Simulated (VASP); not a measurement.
# MgS (Niningerite): Mg into a neighbouring Mg vacancy, part 2 of 2

How hard is this move in MgS (Niningerite): Mg into a neighbouring Mg vacancy? Both ends are relaxed first, then a band of images between them. The start is a cell from a database of measured crystal structures.

VASP 6.6.1; PBEsol; plane waves and PAW (S, Mg).

So far. Step 3 (Relax the start): The run ended after 7 ionic steps, 0.559 eV below its first step, once the forces on the free atoms met EDIFFG = -0.05. Step 4 (Relax the end): The run ended after 8 ionic steps, 0.670 eV below its first step, once the forces on the free atoms met EDIFFG = -0.05.

### 5. Nudged elastic band

Images on a straight line between the ends relax across the path, while springs keep them spaced along it.

This cell carries charge -2, set by NELECT and balanced by a uniform background.

File INCAR:

```
SYSTEM = Mg26S27
PREC = Normal
ENCUT = 280
EDIFF = 1E-05
NELM = 120
ISMEAR = 0
SIGMA = 0.05
LREAL = Auto
ALGO = Fast
GGA = PS
NELECT = 216
NBANDS = 150
LWAVE = .FALSE.
LCHARG = .FALSE.
NCORE = 2
LASPH = .TRUE.
IMAGES = 3
SPRING = -5
IBRION = 1
POTIM = 0.3
NSW = 50
EDIFFG = -0.05
ISYM = 0
ISIF = 0
```

File POSCAR:

```
Mg26S27
1.0
    0.0000000000      7.7690246511      7.7690246511
    7.7690246511      0.0000000000      7.7690246511
    7.7690246511      7.7690246511      0.0000000000
S Mg
27 26
Direct
    0.1663503567      0.1670297191      0.1682622349
    0.1667928852      0.1667746461      0.4990513501
    0.1710610020      0.1711444424      0.8291564959
    0.1664586160      0.4980869365      0.1678324698
    0.1634060450      0.4997127007      0.5006600383
    0.1641148422      0.4999928634      0.8355662703
    0.1711550727      0.8278967509      0.1722786461
    0.1639342653      0.8356994088      0.4998734809
    0.1720077762      0.8276343542      0.8272556750
    0.4977410452      0.1670568665      0.1678143036
    0.4987489880      0.1651350912      0.5004327386
    0.4986461167      0.1643981733      0.8361736863
    0.4994316144      0.5002989101      0.1646092158
    0.4993586596      0.4999772133      0.5001646245
    0.4996069647      0.4992924526      0.8358706811
    0.4997498000      0.8352043641      0.1649843026
    0.5005659952      0.8349690809      0.4997977074
    0.5013859551      0.8321736134      0.8331066434
    0.8273634910      0.1721657807      0.1722253944
    0.8345357949      0.1641803852      0.5008108019
    0.8273343336      0.1711947540      0.8290583920
    0.8349892458      0.4998001638      0.1649260582
    0.8347411362      0.4992241737      0.5007280910
    0.8327290412      0.5014132798      0.8332088138
    0.8285566926      0.8280317880      0.1716428879
    0.8315922626      0.8326643525      0.5023447992
    0.8322749304      0.8328386425      0.8325600021
    0.9987385243      0.0000358481      0.3264057874
    0.9997745079      0.9996046578      0.6742506344
    0.9999263319      0.3254448447      0.0006834749
    0.9977049268      0.3334590230      0.3346726355
    0.9994221092      0.3248842664      0.6753429676
    0.9998281515      0.6739717231      0.9995923306
    0.9990660274      0.6738537434      0.3267881089
    0.0013672337      0.6664776870      0.6658992031
    0.3255880038      0.9994607476      0.0009652111
    0.3338443689      0.9980276973      0.3343516560
    0.3262704386      0.9993751389      0.6740963006
    0.3332533293      0.3334087999      0.9992959670
    0.3332543474      0.3341251304      0.3339871242
    0.3298993385      0.3317223342      0.6692893233
    0.3251103763      0.6741111569      0.0001298314
    0.3310484073      0.6680432590      0.3318424716
    0.3320520280      0.6682924125      0.6672748444
    0.6733021874      0.9994212369      0.0006012200
    0.6737326066      0.9999703571      0.3261491028
    0.6645014366      0.0021618343      0.6664648138
    0.6735224863      0.3262577421      0.0000889724
    0.6674250352      0.3319161327      0.3321868329
    0.6674598703      0.3307560953      0.6692484617
    0.6658872484      0.6661808108      0.0017716307
    0.6688417813      0.6681834819      0.3314125161
    0.6661032035      0.6647537163      0.6669912185
```

File KPOINTS:

```
Automatic mesh
0
Gamma
2 2 2
0 0 0
```

File 00/POSCAR:

```
Mg26S27
1.0
    0.0000000000      7.7690246511      7.7690246511
    7.7690246511      0.0000000000      7.7690246511
    7.7690246511      7.7690246511      0.0000000000
S Mg
27 26
Direct
    0.1663503567      0.1670297191      0.1682622349
    0.1667928852      0.1667746461      0.4990513501
    0.1710610020      0.1711444424      0.8291564959
    0.1664586160      0.4980869365      0.1678324698
    0.1634060450      0.4997127007      0.5006600383
    0.1641148422      0.4999928634      0.8355662703
    0.1711550727      0.8278967509      0.1722786461
    0.1639342653      0.8356994088      0.4998734809
    0.1720077762      0.8276343542      0.8272556750
    0.4977410452      0.1670568665      0.1678143036
    0.4987489880      0.1651350912      0.5004327386
    0.4986461167      0.1643981733      0.8361736863
    0.4994316144      0.5002989101      0.1646092158
    0.4993586596      0.4999772133      0.5001646245
    0.4996069647      0.4992924526      0.8358706811
    0.4997498000      0.8352043641      0.1649843026
    0.5005659952      0.8349690809      0.4997977074
    0.5013859551      0.8321736134      0.8331066434
    0.8273634910      0.1721657807      0.1722253944
    0.8345357949      0.1641803852      0.5008108019
    0.8273343336      0.1711947540      0.8290583920
    0.8349892458      0.4998001638      0.1649260582
    0.8347411362      0.4992241737      0.5007280910
    0.8327290412      0.5014132798      0.8332088138
    0.8285566926      0.8280317880      0.1716428879
    0.8315922626      0.8326643525      0.5023447992
    0.8322749304      0.8328386425      0.8325600021
    0.9987385243      0.0000358481      0.3264057874
    0.9997745079      0.9996046578      0.6742506344
    0.9999263319      0.3254448447      0.0006834749
    0.9977049268      0.3334590230      0.3346726355
    0.9994221092      0.3248842664      0.6753429676
    0.9998281515      0.6739717231      0.9995923306
    0.9990660274      0.6738537434      0.3267881089
    0.0013672337      0.6664776870      0.6658992031
    0.3255880038      0.9994607476      0.0009652111
    0.3338443689      0.9980276973      0.3343516560
    0.3262704386      0.9993751389      0.6740963006
    0.3332533293      0.3334087999      0.9992959670
    0.3332543474      0.3341251304      0.3339871242
    0.3298993385      0.3317223342      0.6692893233
    0.3251103763      0.6741111569      0.0001298314
    0.3310484073      0.6680432590      0.3318424716
    0.3320520280      0.6682924125      0.6672748444
    0.6733021874      0.9994212369      0.0006012200
    0.6737326066      0.9999703571      0.3261491028
    0.6645014366      0.0021618343      0.6664648138
    0.6735224863      0.3262577421      0.0000889724
    0.6674250352      0.3319161327      0.3321868329
    0.6674598703      0.3307560953      0.6692484617
    0.6658872484      0.6661808108      0.0017716307
    0.6688417813      0.6681834819      0.3314125161
    0.6661032035      0.6647537163      0.6669912185
```

File 01/POSCAR:

```
Mg26S27
1.0
    0.0000000000      7.7690246511      7.7690246511
    7.7690246511      0.0000000000      7.7690246511
    7.7690246511      7.7690246511      0.0000000000
S Mg
27 26
Direct
    0.1674704476      0.1679927820      0.1669050379
    0.1667853696      0.1668199016      0.4996415860
    0.1700620357      0.1701518395      0.8296901771
    0.1656782919      0.4985510061      0.1684097261
    0.1643425770      0.4993208840      0.5006553239
    0.1639480919      0.4999407566      0.8350853016
    0.1712248920      0.8279036971      0.1697911454
    0.1656094152      0.8336534157      0.5013528248
    0.1697687152      0.8294668662      0.8291897191
    0.4980741075      0.1664053566      0.1682040742
    0.4984619286      0.1656382302      0.5006477296
    0.4987669918      0.1647495927      0.8356118243
    0.4997328649      0.4998871986      0.1657216000
    0.4995447282      0.5000246096      0.4993870342
    0.4994233208      0.4996399197      0.8353089972
    0.5000839064      0.8346393789      0.1651826069
    0.4999921191      0.8351592157      0.4994495340
    0.5009295059      0.8331221349      0.8332329067
    0.8275904731      0.1717611915      0.1696786464
    0.8328371222      0.1660214374      0.5020932470
    0.8293169132      0.1696343206      0.8300118562
    0.8344732295      0.5000763030      0.1649979760
    0.8347516158      0.4995578565      0.4998569456
    0.8332965203      0.5009969460      0.8332215180
    0.8292645126      0.8291954422      0.1703812767
    0.8304571963      0.8317204080      0.5030824131
    0.8320640239      0.8329369809      0.8334310645
    0.9989090048     -0.0001164075      0.2467442848
    0.9998816999      0.9995138567      0.6707890207
    0.9999491944      0.3253429348      0.0023310452
    0.9980587128      0.3315812171      0.3345043308
    0.9991182440      0.3272520429      0.6731469131
    1.0000537964      0.6718988761      0.9996522311
    0.9990733561      0.6739814027      0.3284358287
    0.0005702681      0.6682335923      0.6645453659
    0.3257289462      0.9996970801      0.0024566999
    0.3317896135      0.9982395553      0.3343290612
    0.3278732380      0.9989855568      0.6727010659
    0.3323112394      0.3330554319      1.0003198166
    0.3333232022      0.3339209146      0.3336045218
    0.3308891992      0.3323307036      0.6686647148
    0.3267609436      0.6725066100      0.0008334657
    0.3298306820      0.6693053303      0.3322344035
    0.3316035993      0.6682301358      0.6668531916
    0.6713023958      1.0002386712      0.0003244736
    0.6733694834      0.9999037828      0.3281955200
    0.6665305600      0.0018166033      0.6649888493
    0.6722985178      0.3273381157      0.0005010491
    0.6691538532      0.3302249150      0.3325103674
    0.6676596585      0.3311003477      0.6680688230
    0.6658599436      0.6660892488      0.0011656615
    0.6680502119      0.6677231347      0.3320737257
    0.6663994106      0.6657515164      0.6664366994
```

File 02/POSCAR:

```
Mg26S27
1.0
    0.0000000000      7.7690246511      7.7690246511
    7.7690246511      0.0000000000      7.7690246511
    7.7690246511      7.7690246511      0.0000000000
S Mg
27 26
Direct
    0.1685905384      0.1689558449      0.1655478409
    0.1667778541      0.1668651570      0.5002318219
    0.1690630694      0.1691592366      0.8302238584
    0.1648979678      0.4990150757      0.1689869824
    0.1652791091      0.4989290674      0.5006506095
    0.1637813416      0.4998886499      0.8346043329
    0.1712947112      0.8279106433      0.1673036447
    0.1672845650      0.8316074226      0.5028321688
    0.1675296541      0.8312993783      0.8311237631
    0.4984071698      0.1657538467      0.1685938448
    0.4981748693      0.1661413693      0.5008627206
    0.4988878669      0.1651010121      0.8350499624
    0.5000341154      0.4994754870      0.1668339842
    0.4997307969      0.5000720058      0.4986094438
    0.4992396769      0.4999873868      0.8347473134
    0.5004180129      0.8340743936      0.1653809111
    0.4994182430      0.8353493506      0.4991013607
    0.5004730566      0.8340706564      0.8333591700
    0.8278174552      0.1713566024      0.1671318985
    0.8311384495      0.1678624896      0.5033756920
    0.8312994929      0.1680738871      0.8309653204
    0.8339572131      0.5003524422      0.1650698938
    0.8347620954      0.4998915392      0.4989858002
    0.8338639994      0.5005806123      0.8332342221
    0.8299723325      0.8303590964      0.1691196656
    0.8293221300      0.8307764634      0.5038200270
    0.8318531174      0.8330353194      0.8343021269
    0.9990794852     -0.0002686631      0.1670827823
    0.9999888920      0.9994230556      0.6673274070
    0.9999720569      0.3252410250      0.0039786155
    0.9984124988      0.3297034112      0.3343360262
    0.9988143788      0.3296198194      0.6709508586
    1.0002794414      0.6698260291      0.9997121316
    0.9990806848      0.6741090620      0.3300835485
   -0.0002266975      0.6699894976      0.6631915288
    0.3258698886      0.9999334126      0.0039481888
    0.3297348582      0.9984514132      0.3343064664
    0.3294760374      0.9985959747      0.6713058312
    0.3313691494      0.3327020640      1.0013436662
    0.3333920571      0.3337166987      0.3332219193
    0.3318790600      0.3329390730      0.6680401063
    0.3284115108      0.6709020631      0.0015371000
    0.3286129567      0.6705674016      0.3326263354
    0.3311551706      0.6681678592      0.6664315387
    0.6693026042      1.0010561056      0.0000477271
    0.6730063601      0.9998372086      0.3302419373
    0.6685596834      0.0014713723      0.6635128848
    0.6710745492      0.3284184893      0.0009131258
    0.6708826711      0.3285336972      0.3328339020
    0.6678594467      0.3314446000      0.6668891844
    0.6658326388      0.6659976868      0.0005596923
    0.6672586426      0.6672627876      0.3327349352
    0.6666956176      0.6667493164      0.6658821802
```

File 03/POSCAR:

```
Mg26S27
1.0
    0.0000000000      7.7690246511      7.7690246511
    7.7690246511      0.0000000000      7.7690246511
    7.7690246511      7.7690246511      0.0000000000
S Mg
27 26
Direct
    0.1697106293      0.1699189078      0.1641906438
    0.1667703386      0.1669104125      0.5008220578
    0.1680641031      0.1681666336      0.8307575396
    0.1641176438      0.4994791453      0.1695642387
    0.1662156412      0.4985372508      0.5006458951
    0.1636145913      0.4998365432      0.8341233642
    0.1713645305      0.8279175894      0.1648161440
    0.1689597148      0.8295614295      0.5043115128
    0.1652905930      0.8331318904      0.8330578072
    0.4987402320      0.1651023368      0.1689836154
    0.4978878100      0.1666445084      0.5010777116
    0.4990087420      0.1654524315      0.8344881004
    0.5003353659      0.4990637754      0.1679463685
    0.4999168656      0.5001194021      0.4978318535
    0.4990560330      0.5003348538      0.8341856295
    0.5007521194      0.8335094084      0.1655792154
    0.4988443668      0.8355394854      0.4987531874
    0.5000166074      0.8350191780      0.8334854334
    0.8280444374      0.1709520132      0.1645851506
    0.8294397768      0.1697035418      0.5046581371
    0.8332820726      0.1665134536      0.8319187845
    0.8334411968      0.5006285815      0.1651418117
    0.8347725750      0.5002252220      0.4981146548
    0.8344314786      0.5001642786      0.8332469262
    0.8306801525      0.8315227505      0.1678580544
    0.8281870636      0.8298325188      0.5045576410
    0.8316422108      0.8331336578      0.8351731894
    0.9992499656     -0.0004209187      0.0874212797
    1.0000960840      0.9993322545      0.6638657934
    0.9999949194      0.3251391152      0.0056261858
    0.9987662847      0.3278256054      0.3341677215
    0.9985105136      0.3319875959      0.6687548040
    1.0005050863      0.6677531821      0.9997720321
    0.9990880134      0.6742367213      0.3317312683
   -0.0010236631      0.6717454028      0.6618376916
    0.3260108309      1.0001697452      0.0054396776
    0.3276801028      0.9986632712      0.3342838716
    0.3310788368      0.9982063926      0.6699105966
    0.3304270594      0.3323486960      1.0023675159
    0.3334609120      0.3335124828      0.3328393168
    0.3328689207      0.3335474424      0.6674154978
    0.3300620780      0.6692975162      0.0022407342
    0.3273952314      0.6718294730      0.3330182673
    0.3307067420      0.6681055826      0.6660098858
    0.6673028127      1.0018735400     -0.0002290193
    0.6726432368      0.9997706344      0.3322883546
    0.6705888068      0.0011261413      0.6620369204
    0.6698505806      0.3294988629      0.0013252024
    0.6726114890      0.3268424795      0.3331574366
    0.6680592349      0.3317888524      0.6657095457
    0.6658053339      0.6659061248     -0.0000462769
    0.6664670732      0.6668024404      0.3333961448
    0.6669918246      0.6677471165      0.6653276611
```

File 04/POSCAR:

```
Mg26S27
1.0
    0.0000000000      7.7690246511      7.7690246511
    7.7690246511      0.0000000000      7.7690246511
    7.7690246511      7.7690246511      0.0000000000
S Mg
27 26
Direct
    0.1708307202      0.1708819707      0.1628334468
    0.1667628230      0.1669556680      0.5014122937
    0.1670651368      0.1671740307      0.8312912209
    0.1633373197      0.4999432149      0.1701414950
    0.1671521732      0.4981454341      0.5006411807
    0.1634478410      0.4997844364      0.8336423955
    0.1714343498      0.8279245356      0.1623286433
    0.1706348647      0.8275154364      0.5057908567
    0.1630515320      0.8349644024      0.8349918513
    0.4990732943      0.1644508269      0.1693733860
    0.4976007506      0.1671476474      0.5012927026
    0.4991296171      0.1658038509      0.8339262384
    0.5006366164      0.4986520639      0.1690587527
    0.5001029342      0.5001667984      0.4970542632
    0.4988723891      0.5006823209      0.8336239456
    0.5010862258      0.8329444232      0.1657775197
    0.4982704907      0.8357296202      0.4984050140
    0.4995601582      0.8359676995      0.8336116967
    0.8282714195      0.1705474240      0.1620384026
    0.8277411041      0.1715445940      0.5059405821
    0.8352646522      0.1649530202      0.8328722487
    0.8329251805      0.5009047207      0.1652137295
    0.8347830546      0.5005589048      0.4972435094
    0.8349989577      0.4997479448      0.8332596304
    0.8313879725      0.8326864047      0.1665964432
    0.8270519973      0.8288885743      0.5052952549
    0.8314313043      0.8332319962      0.8360442518
    0.9994204461     -0.0005731743      0.0077597772
    1.0002032760      0.9992414534      0.6604041797
    1.0000177819      0.3250372053      0.0072737561
    0.9991200707      0.3259477995      0.3339994168
    0.9982066484      0.3343553724      0.6665587495
    1.0007307312      0.6656803351      0.9998319326
    0.9990953421      0.6743643806      0.3333789881
   -0.0018206287      0.6735013081      0.6604838544
    0.3261517733      1.0004060777      0.0069311665
    0.3256253474      0.9988751292      0.3342612768
    0.3326816362      0.9978168105      0.6685153619
    0.3294849695      0.3319953280      1.0033913655
    0.3335297668      0.3333082670      0.3324567144
    0.3338587815      0.3341558118      0.6667908893
    0.3317126453      0.6676929693      0.0029443685
    0.3261775061      0.6730915443      0.3334101992
    0.3302583133      0.6680433059      0.6655882330
    0.6653030211      1.0026909743     -0.0005057657
    0.6722801136      0.9997040601      0.3343347718
    0.6726179302      0.0007809103      0.6605609559
    0.6686266121      0.3305792365      0.0017372791
    0.6743403070      0.3251512618      0.3334809711
    0.6682590231      0.3321331048      0.6645299070
    0.6657780291      0.6658145628     -0.0006522461
    0.6656755038      0.6663420932      0.3340573544
    0.6672880317      0.6687449166      0.6647731420
```

The projector-augmented-wave data sets are S and Mg (PBE family, release 64).

Command:

```console
$ mpirun -np 6 vasp_std
```

Run time: 23 min. Hardware: 6 MPI ranks of Intel Xeon Platinum 8259CL at 2.50GHz (Skylake/Cascade Lake), shared host; peak memory 2 GiB.

The path, image by image:

```csv
image,path (A),energy (eV),"Mg28: x, y, z (Å)"
0,0.000,0.0000,"2.536, 10.295, 7.760"
1,1.056,0.6232,"1.973, 9.741, 7.763"
2,2.107,1.3655,"1.292, 9.058, 7.754"
3,3.159,0.6116,"0.612, 8.375, 7.763"
4,4.216,0.0029,"0.056, 7.825, 7.760"
```

Numbers from this step:

* electronic cycles: 115
* path length: 4.216 Å
* barrier: 1.365 eV
* barrier in the reverse direction: 1.363 eV
* barrier from a spline through the images: 1.365 eV
* reaction energy: 0.002852 eV

What the program prints for this run, and its count of cycles, belong to image 1; the force that counts for the threshold is the band's, across the path.

### 6. What came out

* hop: Mg into a neighbouring Mg vacancy
* barrier: 1.37 eV
* barrier in the reverse direction: 1.36 eV
* barrier from a spline through the images: 1.37 eV
* reaction energy: 0.00285 eV
* path length: 4.22 Å

**Reading.** The barrier is 1.37 eV forwards and 1.36 eV backwards. With an attempt frequency of 10¹³ per second, taken as a typical value, this barrier gives about 10^-10 hops a second at 300 K. Both ends are alike and an image sits at the midpoint, which is the saddle if the path is symmetric. The band met its force threshold after 15 steps. Cell and mesh are small and were not tested. The band started on a straight line, so other routes may lie lower.

[Lines on the potential files, build, host, timing and source positions are cut from VASP's logs without a mark.]

[Logs are printed without paths, hosts, clocks, repeated set-up lines and the standing remarks that a program may print on its own settings, such as how far it seeks lower states.]

[Hosts, paths, dates, database ids (printed as entryN), source tags and the programs' standing remarks are cut or masked in the printed files.]

[Runs that stopped without an error message from VASP are left out.]
